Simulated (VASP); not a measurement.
An input for Quantum ESPRESSO's pw.x (written as the equivalent of a VASP run, and not itself run):

```
&CONTROL
  calculation = 'vc-relax'
  pseudo_dir = './pseudo'
  outdir = './out'
  tprnfor = .true.
  tstress = .true.
  nstep = 60
  forc_conv_thr = 0.00039
/
&SYSTEM
  ibrav = 0
  nat = 2
  ntyp = 2
  ecutwfc = 72
  occupations = 'smearing'
  smearing = 'methfessel-paxton'
  degauss = 0.00735
  input_dft = 'pbesol'
/
&ELECTRONS
  conv_thr = 7.3e-08
  electron_maxstep = 100
/
&IONS
/
&CELL
/
ATOMIC_SPECIES
  Y 88.906 Y.upf
  P 30.974 P.upf
CELL_PARAMETERS angstrom
     0.0000000    3.4294610    3.4294610
     3.4294610    0.0000000    3.4294610
     3.4294610    3.4294610    0.0000000
ATOMIC_POSITIONS crystal
  Y    0.0000000  0.0000000  0.0000000
  P    0.2500000  0.2500000  0.2500000
K_POINTS automatic
  8 8 8 0 0 0
```

Question: Translate this input to VASP (INCAR, KPOINTS, POSCAR, choice of POTCAR).

Answer: Several could match; the one computed here: 
File POSCAR:
```
YP
1.0
  0.0000000000   3.4294610000   3.4294610000
  3.4294610000   0.0000000000   3.4294610000
  3.4294610000   3.4294610000   0.0000000000
Y P
1 1
Cartesian
  0.0000000000   0.0000000000   0.0000000000
  1.7147305000   1.7147305000   1.7147305000
```

### KPOINTS
```
Automatic mesh
0
Gamma
8 8 8
0 0 0
```

**INCAR**
```
SYSTEM = YP
PREC = Accurate
ENCUT = 400
EDIFF = 1E-6
NELM = 100
ALGO = Normal
LREAL = .FALSE.
LASPH = .TRUE.
ISMEAR = 1
SIGMA = 0.1
GGA = PS
LMAXMIX = 4
LWAVE = .FALSE.
LCHARG = .FALSE.
IBRION = 2
ISIF = 3
NSW = 60
EDIFFG = -0.01
```

POTCAR, in this order: Y_sv P (PBE.64 set). Program: vasp_std.

What does not carry over: the potentials are each code's own (VASP's PAW set, PseudoDojo norm-conserving files in pw.x), so ENCUT and ecutwfc are chosen apart and not converted; conv_thr bounds pw.x's estimated SCF error, while EDIFF bounds the energy change between steps; forc_conv_thr acts on force components and is met together with etot_conv_thr.

The structure was generated: YP was put into the zinc blende type (F-43m), which need not be its known phase. This run relaxes it. Symmetry was kept, so distortions that lower it aren't found.
